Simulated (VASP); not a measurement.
Data:

```
CELL_PARAMETERS angstrom
      0.00000     3.06965     3.06965
      3.06965     0.00000     3.06965
      3.06965     3.06965     0.00000
ATOMIC_POSITIONS crystal
  In 0.00000 0.00000 0.00000
  As 0.25000 0.25000 0.25000
```

Method: PBE GGA with D3 dispersion (zero damping), VASP's PBE PAW potentials (set 64) (plane waves; VASP 6.6.1). Settings: 520 eV cut-off, Gaussian smearing of 0.050 eV, potentials In_d As.

Task: Give the energies of bands 7 to 12 at the high-symmetry points, in eV from the Fermi level.

Result: 
| band | Γ | X | U | L | W |
|---|---|---|---|---|---|
| 7 | -0.43 | -5.65 | -5.52 | -5.54 | -5.52 |
| 8 | 0.00 | -2.17 | -3.06 | -0.92 | -2.77 |
| 9 | 0.00 | -2.17 | -1.82 | -0.92 | -2.68 |
| 10 | 0.00 | 1.62 | 2.12 | 0.86 | 4.02 |
| 11 | 3.89 | 2.05 | 4.17 | 4.65 | 4.28 |
| 12 | 3.89 | 8.91 | 7.12 | 4.65 | 4.88 |

It has no gap at this level: it comes out as a metal or semimetal.

The compound is InAs in the zinc blende structure. It was relaxed first.
